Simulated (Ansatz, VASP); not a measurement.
**One calculation of ScF3, two programs**

```
Sc F
1.0
     4.01245    0.02006    0.02006
     0.02006    4.01245    0.02006
     0.02006    0.02006    4.01245
Sc F
1 3
Direct
  0.00000 0.00000 0.00000
  0.50000 0.00000 0.00000
  0.00000 0.50000 0.00000
  0.00000 0.00000 0.50000
```

Change from the starting cell: equal xy, yz and zx shear strains of +1 %, crystal datasets.

Alike in both runs: task electric field gradients; functional LDA; k mesh 6 × 6 × 6; occupations fermi-dirac, width 0.02 eV; no spin polarisation.

|  | VASP | Ansatz |
| --- | --- | --- |
| version | VASP 6.6.1 | Ansatz 0.2.0 |
| potentials or method | VASP PAW LDA potentials, release 64 (Sc_sv, F), cutoff 520 eV | all-electron PAW with datasets made for the crystal, scalar-relativistic |

```tsv
	VASP	Ansatz	Ansatz less VASP
gap on the k mesh at the Fermi level (eV)	6.18	6.21	+0.027
pressure (GPa)	-2.3	-2.9	-0.60
largest component of the traceless stress (GPa)	0.19	0.20	+0.009
Vzz of the field gradient on the site that differs most (V/Å²)	55.8	57.0	+1.20
```

Ansatz ran all-electron here, so the differences hold the error of VASP's frozen core and of both bases.

A k mesh can miss the band edges.
